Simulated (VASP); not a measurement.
Method: PBEsol GGA, VASP's PBE PAW potentials (set 64) (plane waves; VASP).

The input files of a VASP run:

**KPOINTS**
```
Automatic mesh
0
Gamma
9 9 9
0 0 0
```

INCAR:
```
# general
SYSTEM  = VSe
PREC    = Accurate
ENCUT   = 400   # plane-wave cut-off (eV)
LREAL   = .FALSE.
LASPH   = .TRUE.

# electronic loop
EDIFF   = 1E-6   # SCF stop (eV)
NELM    = 100   # most electronic steps
ALGO    = Normal   # blocked Davidson
LMAXMIX = 4

# smearing
ISMEAR  = 1   # Methfessel-Paxton
SIGMA   = 0.1   # width (eV)

# functional
GGA     = PS

# spin
ISPIN   = 2
MAGMOM  = 2.0 0.0

# ions
IBRION  = 2
NSW     = 60   # most ionic steps
ISIF    = 3   # ions, shape and volume
EDIFFG  = -0.01

# output
LWAVE   = .FALSE.
LCHARG  = .FALSE.
LORBIT  = 10
```

File POSCAR:
```
VSe
1.0
  0.0000000000   3.1523320000   3.1523320000
  3.1523320000   0.0000000000   3.1523320000
  3.1523320000   3.1523320000   0.0000000000
V Se
1 1
Cartesian
  0.0000000000   0.0000000000   0.0000000000
  1.5761660000   1.5761660000   1.5761660000
```

POTCAR, in this order: V_sv Se (PBE.64 set). Program: vasp_std.

The resulting files:

File OUTCAR:
```
 ion  position               nearest neighbor table
   1  0.000  0.000  0.000-   2 2.73   2 2.73   2 2.73   2 2.73
   2  0.250  0.250  0.250-   1 2.73   1 2.73   1 2.73   1 2.73
  LATTYP: Found a face centered cubic cell.
 ALAT       =     6.3046640000
 Subroutine PRICEL returns:
 Original cell was already a primitive cell.
 Subroutine GETGRP returns: Found 24 space group operations
The static configuration has the point symmetry T_d .
The dynamic configuration has the point symmetry T_d .
The overall configuration has the point symmetry T_d .
 Subroutine INISYM returns: Found 24 space group operations
 Subroutine IBZKPT returns following result:
 Found     35 irreducible k-points:

 Following reciprocal coordinates:
            Coordinates               Weight
  0.000000  0.000000  0.000000      1.000000
  0.111111  0.000000  0.000000      8.000000
  0.222222  0.000000  0.000000      8.000000
  0.333333  0.000000  0.000000      8.000000
  0.444444  0.000000  0.000000      8.000000
  0.111111  0.111111  0.000000      6.000000
  0.222222  0.111111  0.000000     24.000000
  0.333333  0.111111  0.000000     24.000000
  0.444444  0.111111  0.000000     24.000000
 -0.444444  0.111111  0.000000     24.000000
 -0.333333  0.111111  0.000000     24.000000
 -0.222222  0.111111  0.000000     24.000000
 -0.111111  0.111111  0.000000     12.000000
  0.222222  0.222222  0.000000      6.000000
  0.333333  0.222222  0.000000     24.000000
  0.444444  0.222222  0.000000     24.000000
 -0.444444  0.222222  0.000000     24.000000
 -0.333333  0.222222  0.000000     24.000000
 -0.222222  0.222222  0.000000     12.000000
  0.333333  0.333333  0.000000      6.000000
  0.444444  0.333333  0.000000     24.000000
 -0.444444  0.333333  0.000000     24.000000
 -0.333333  0.333333  0.000000     12.000000
  0.444444  0.444444  0.000000      6.000000
 -0.444444  0.444444  0.000000     12.000000
  0.333333  0.222222  0.111111     24.000000
  0.444444  0.222222  0.111111     48.000000
 -0.444444  0.222222  0.111111     48.000000
  0.444444  0.333333  0.111111     24.000000
 -0.444444  0.333333  0.111111     48.000000
 -0.333333  0.333333  0.111111     48.000000
 -0.222222  0.333333  0.111111     24.000000
 -0.444444  0.444444  0.111111     24.000000
 -0.333333  0.444444  0.111111     24.000000
 -0.333333  0.444444  0.222222     24.000000
   k-points           NKPTS =     35   k-points in BZ     NKDIM =     35   number of bands    NBANDS=     14
   number of dos      NEDOS =    301   number of ions     NIONS =      2
   total plane-waves  NPLWV =  27000
   dimension x,y,z NGX =    30 NGY =   30 NGZ =   30
   dimension x,y,z NGXF=    60 NGYF=   60 NGZF=   60
   ions per type =               1   1
   PREC   = accura    normal or accurate (medium, high low for compatibility)
   ISTART =      0    job   : 0-new  1-cont  2-samecut
   ICHARG =      2    charge: 1-file 2-atom 10-const
   ISPIN  =      2    spin polarized calculation?
   LNONCOLLINEAR =      F non collinear calculations
   LSORBIT =      F    spin-orbit coupling
   INIWAV =      1    electr: 0-lowe 1-rand  2-diag
   ENCUT  =  400.0 eV  29.40 Ry    5.42 a.u.   7.27  7.27  7.27*2*pi/ulx,y,z
   NELM   =    100;   NELMIN=  2; NELMDL= -5     # of ELM steps
   EDIFF  = 0.1E-05   stopping-criterion for ELM
   LREAL  =      F    real-space projection
   NLSPLINE    = F    spline interpolate recip. space projectors
   LMAXMIX     =    4 max onsite mixed and CHGCAR
   VOSKOWN=      0    Vosko Wilk Nusair interpolation
   EDIFFG = -.1E-01   stopping-criterion for IOM
   NSW    =     60    number of steps for IOM
   NBLOCK =      1;   KBLOCK =     60    inner block; outer block
...
```

**OSZICAR**
```
       N       E                     dE             d eps       ncg     rms          rms(c)
DAV:   1     0.979854432238E+02    0.97985E+02   -0.83210E+03  2336   0.101E+03
DAV:   2    -0.861400301885E+01   -0.10660E+03   -0.10443E+03  2170   0.287E+02
DAV:   3    -0.139975279937E+02   -0.53835E+01   -0.53051E+01  2610   0.597E+01
DAV:   4    -0.140780228196E+02   -0.80495E-01   -0.78310E-01  2044   0.744E+00
DAV:   5    -0.140789215532E+02   -0.89873E-03   -0.89873E-03  2482   0.794E-01    0.910E+00
DAV:   6    -0.135572879220E+02    0.52163E+00   -0.19771E+01  2376   0.342E+01    0.101E+01
DAV:   7    -0.130807721609E+02    0.47652E+00   -0.27951E+00  2470   0.197E+01    0.200E+00
DAV:   8    -0.131021214956E+02   -0.21349E-01   -0.16286E-01  1984   0.324E+00    0.103E+00
DAV:   9    -0.131020046306E+02    0.11686E-03   -0.13236E-02  2422   0.845E-01    0.575E-01
DAV:  10    -0.131034457133E+02   -0.14411E-02   -0.13178E-03  2002   0.276E-01    0.153E-01
DAV:  11    -0.131036196039E+02   -0.17389E-03   -0.39469E-04  2170   0.156E-01    0.697E-02
DAV:  12    -0.131036667972E+02   -0.47193E-04   -0.89944E-05  2156   0.722E-02    0.363E-02
DAV:  13    -0.131036846776E+02   -0.17880E-04   -0.11805E-05  2056   0.214E-02    0.172E-02
DAV:  14    -0.131036917279E+02   -0.70503E-05   -0.11307E-05  2140   0.206E-02    0.534E-03
DAV:  15    -0.131036919193E+02   -0.19139E-06   -0.17884E-07  1274   0.388E-03
   1 F= -.13103692E+02 E0= -.13103228E+02  d E =-.131037E+02  mag=     2.9999
       N       E                     dE             d eps       ncg     rms          rms(c)
DAV:   1    -0.479411747223E+02   -0.34837E+02   -0.61657E+02  2008   0.281E+02    0.502E+01
DAV:   2    -0.159725408482E+02    0.31969E+02   -0.16801E+02  2002   0.150E+02    0.160E+01
DAV:   3    -0.147098093736E+02    0.12627E+01   -0.25764E+01  2042   0.530E+01    0.992E+00
DAV:   4    -0.137778885234E+02    0.93192E+00   -0.98051E+00  2200   0.329E+01    0.879E+00
DAV:   5    -0.139009050550E+02   -0.12302E+00   -0.32581E-01  2098   0.652E+00    0.576E+00
DAV:   6    -0.138978040725E+02    0.31010E-02   -0.71555E-01  2072   0.790E+00    0.229E+00
DAV:   7    -0.139259337173E+02   -0.28130E-01   -0.73890E-02  2260   0.220E+00    0.241E+00
DAV:   8    -0.139373711946E+02   -0.11437E-01   -0.31658E-02  2092   0.205E+00    0.666E-01
DAV:   9    -0.139357293482E+02    0.16418E-02   -0.14815E-02  2376   0.133E+00    0.134E-01
DAV:  10    -0.139358924670E+02   -0.16312E-03   -0.62356E-04  2104   0.238E-01    0.555E-02
DAV:  11    -0.139358700939E+02    0.22373E-04   -0.94008E-05  2298   0.111E-01    0.593E-02
DAV:  12    -0.139358872422E+02   -0.17148E-04   -0.17357E-05  2134   0.340E-02    0.225E-02
DAV:  13    -0.139358872843E+02   -0.42159E-07   -0.59974E-06  1828   0.229E-02
   2 F= -.13935887E+02 E0= -.13935683E+02  d E =-.832195E+00  mag=    -2.5020
       N       E                     dE             d eps       ncg     rms          rms(c)
DAV:   1    -0.139504886541E+02   -0.14601E-01   -0.27437E-01  1996   0.700E+00    0.113E+00
DAV:   2    -0.139385731232E+02    0.11916E-01   -0.10803E-01  2002   0.377E+00    0.604E-01
DAV:   3    -0.139364060741E+02    0.21670E-02   -0.98735E-03  2120   0.112E+00    0.118E-01
DAV:   4    -0.139361691336E+02    0.23694E-03   -0.11128E-03  1984   0.218E-01    0.773E-02
DAV:   5    -0.139361596191E+02    0.95145E-05   -0.10533E-04  2236   0.113E-01    0.448E-02
DAV:   6    -0.139361550069E+02    0.46123E-05   -0.16861E-05  2134   0.342E-02    0.177E-02
DAV:   7    -0.139361554806E+02   -0.47369E-06   -0.48579E-06  2056   0.215E-02
   3 F= -.13936155E+02 E0= -.13935763E+02  d E =-.832464E+00  mag=    -2.4906
       N       E                     dE             d eps       ncg     rms          rms(c)
DAV:   1    -0.139372985452E+02   -0.11435E-02   -0.21479E-02  1996   0.197E+00    0.311E-01
DAV:   2    -0.139363795970E+02    0.91895E-03   -0.84644E-03  2020   0.106E+00    0.164E-01
DAV:   3    -0.139362011204E+02    0.17848E-03   -0.76529E-04  2130   0.310E-01    0.331E-02
DAV:   4    -0.139361806810E+02    0.20439E-04   -0.90144E-05  1984   0.610E-02    0.220E-02
DAV:   5    -0.139361791411E+02    0.15399E-05   -0.10343E-05  2212   0.350E-02    0.124E-02
DAV:   6    -0.139361783652E+02    0.77582E-06   -0.12389E-06  1232   0.957E-03
   4 F= -.13936178E+02 E0= -.13935845E+02  d E =-.228847E-04  mag=    -2.4946
```

### OUTCAR
```
------------------------ aborting loop because EDIFF is reached ----------------------------------------
  FORCE on cell =-STRESS in cart. coord.  units (eV):
  Direction    XX          YY          ZZ          XY          YZ          ZX
  --------------------------------------------------------------------------------------
  Total       -0.0149553     -0.0149553     -0.0149553      0.0000000      0.0000000      0.0000000
  in kB       -0.5411593     -0.5411593     -0.5411593      0.0000000      0.0000000      0.0000000
  external PRESSURE =      -0.5411593 kB  Pullay stress =       0.0000000 kB
  volume of cell :       44.28
      direct lattice vectors                 reciprocal lattice vectors
     0.000000000  2.807915187  2.807915187    -0.178068056  0.178068056  0.178068056
     2.807915187  0.000000000  2.807915187     0.178068056 -0.178068056  0.178068056
     2.807915187  2.807915187  0.000000000     0.178068056  0.178068056 -0.178068056
 POSITION                                       TOTAL-FORCE (eV/Angst)
 -----------------------------------------------------------------------------------
      0.00000      0.00000      0.00000         0.000000      0.000000      0.000000
      1.40396      1.40396      1.40396        -0.000000     -0.000000     -0.000000
 -----------------------------------------------------------------------------------
    total drift:                                0.000000      0.000000      0.000000
  FREE ENERGIE OF THE ION-ELECTRON SYSTEM (eV)
  ---------------------------------------------------
  free  energy   TOTEN  =       -13.9361783652 eV

  energy  without entropy=      -13.9351793459  energy(sigma->0) =      -13.93584536

 total charge

# of ion       s       p       d       tot
------------------------------------------
    1        2.228   6.139   3.133  11.501
    2        1.433   2.471   0.068   3.972
--------------------------------------------------
tot          3.661   8.610   3.201  15.472

 magnetization (x)

# of ion       s       p       d       tot
------------------------------------------
    1       -0.041  -0.018  -2.148  -2.206
    2        0.012   0.102  -0.043   0.070
--------------------------------------------------
tot         -0.029   0.084  -2.191  -2.136

 reached required accuracy - stopping structural energy minimisation
```
(Selected blocks of OUTCAR.)

### CONTCAR
```
VSe
   1.00000000000000
     0.0000000000000000    2.8079151873017794    2.8079151873017794
     2.8079151873017794    0.0000000000000000    2.8079151873017794
     2.8079151873017794    2.8079151873017794    0.0000000000000000
  V               Se
     1     1
Direct
     0.0000000000000000    0.0000000000000000    0.0000000000000000
     0.2500000000000000    0.2500000000000000    0.2500000000000000
```

Energy and stress use the plane-wave basis of the starting cell. The moments were started parallel, and other spin orders were not tried in this run.

The structure was generated: VSe was put into the zinc blende type (F-43m), which need not be its known phase. This run relaxes it. Symmetry was kept, so distortions that lower it aren't found.
